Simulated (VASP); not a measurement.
CoSi:

```
Co Si
1.0
     4.43800    0.00000    0.00000
     0.00000    4.43800    0.00000
     0.00000    0.00000    4.43800
Co Si
4 4
Direct
  0.14000 0.14000 0.14000
  0.36000 0.86000 0.64000
  0.64000 0.36000 0.86000
  0.86000 0.64000 0.36000
  0.84300 0.84300 0.84300
  0.65700 0.15700 0.34300
  0.34300 0.65700 0.15700
  0.15700 0.34300 0.65700
```

```yaml
Program: VASP 6.6.1
Task: relaxation of cell and atoms
Functional: PBEsol
Potentials_or_basis: VASP PAW PBE potentials, release 64 (Co, Si)
Cutoff: 600 eV
k_mesh: 8 × 8 × 8
Occupations: methfessel-paxton, width 0.1 eV
Spin: no spin polarisation
```

At the start: pressure -7.1 GPa; volume 10.93 Å³/atom.

Task: Where does the relaxation end?

Result: Over 10 steps the energy falls by 11.6 meV/atom and the volume is 10.55 Å³/atom (-3.4 %); space group P2_13 (No. 198, to 0.05 Å).

The path:
```tsv
step	energy change (eV)	largest force (eV/Å)	pressure (GPa)	volume (Å³)
1	0.0000	0.2447	-7.07	87.41
2	0.0241	0.4059	10.31	81.45
3	-0.0678	0.3234	0.34	84.58
4	-0.0830	0.2030	0.37	84.49
5	-0.0926	0.0482	0.38	84.35
6	-0.0927	0.0492	0.25	84.33
7	-0.0928	0.0049	-0.51	84.57
8	-0.0929	0.0252	-0.23	84.46
9	-0.0930	0.0127	0.03	84.38
10	-0.0930	0.0016	-0.01	84.41
```

Final structure:
```
CELL_PARAMETERS angstrom
4.38658 0.00000 0.00000
0.00000 4.38658 0.00000
0.00000 0.00000 4.38658
ATOMIC_POSITIONS crystal
Co 0.14575 0.14575 0.14575
Co 0.35425 0.85425 0.64575
Co 0.64575 0.35425 0.85425
Co 0.85425 0.64575 0.35425
Si 0.84333 0.84333 0.84333
Si 0.65667 0.15667 0.34333
Si 0.34333 0.65667 0.15667
Si 0.15667 0.34333 0.65667
```

Caveat: the PAW data sets were made with another functional, which shifts forces and pressure a little.
